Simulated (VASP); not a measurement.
An input for Quantum ESPRESSO's pw.x (written as the equivalent of a VASP run, and not itself run):

```
&CONTROL
  calculation = 'vc-relax'
  pseudo_dir = './pseudo'
  outdir = './out'
  tprnfor = .true.
  tstress = .true.
  nstep = 40
  forc_conv_thr = 0.00078
/
&SYSTEM
  ibrav = 0
  nat = 2
  ntyp = 2
  ecutwfc = 74
  occupations = 'smearing'
  smearing = 'gaussian'
  degauss = 0.003675
  input_dft = 'pbe'
/
&ELECTRONS
  conv_thr = 7.3e-08
  electron_maxstep = 100
/
&IONS
/
&CELL
  press = 300
/
ATOMIC_SPECIES
  K 39.098 K.upf
  Br 79.904 Br.upf
CELL_PARAMETERS angstrom
     0.0000000    2.7789627    2.7789627
     2.7789627    0.0000000    2.7789627
     2.7789627    2.7789627   -0.0000000
ATOMIC_POSITIONS crystal
  K    1.0000000  0.0000000  0.0000000
  Br   0.5000000  0.5000000  0.5000000
K_POINTS automatic
  8 8 8 0 0 0
```

### Question
Translate this input to VASP (INCAR, KPOINTS, POSCAR, choice of POTCAR).

### Answer
Several could match; the one computed here: 
### KPOINTS
```
Automatic mesh
0
Gamma
8 8 8
0 0 0
```

INCAR:
```
# general
SYSTEM  = KBr
PREC    = Accurate
ENCUT   = 500   # plane-wave cut-off (eV)
LREAL   = F   # projection in real space or not
LASPH   = T   # aspherical one-centre terms

# electronic loop
EDIFF   = 1E-6
NELM    = 100
ALGO    = Normal
LMAXMIX = 4   # l cut-off of mixed one-centre charges

# smearing
ISMEAR  = 0   # Gaussian
SIGMA   = 0.05

# functional
GGA     = PE   # PBE

# ions
IBRION  = 2
NSW     = 40   # most ionic steps
ISIF    = 3   # ions, shape and volume
EDIFFG  = -0.02
PSTRESS = 300   # kbar

# output
LWAVE   = F
LCHARG  = F
```

File POSCAR:
```
KBr
1
    0.0000000000     2.7789627092     2.7789627092
    2.7789627092     0.0000000000     2.7789627092
    2.7789627092     2.7789627092    -0.0000000000
K Br
1 1
Direct
  1.0000000000   0.0000000000   0.0000000000
  0.5000000000   0.5000000000   0.5000000000
```

POTCAR, in this order: K_sv Br (PBE.64 set). Program: vasp_std.

Limits of the translation: the potentials are each code's own (VASP's PAW set, PseudoDojo norm-conserving files in pw.x), so ENCUT and ecutwfc are chosen apart and not converted; conv_thr bounds pw.x's estimated SCF error, while EDIFF bounds the energy change between steps; forc_conv_thr acts on force components and is met together with etot_conv_thr.

The compound is KBr in the rock salt structure. It was relaxed first under an external pressure of 30 GPa.
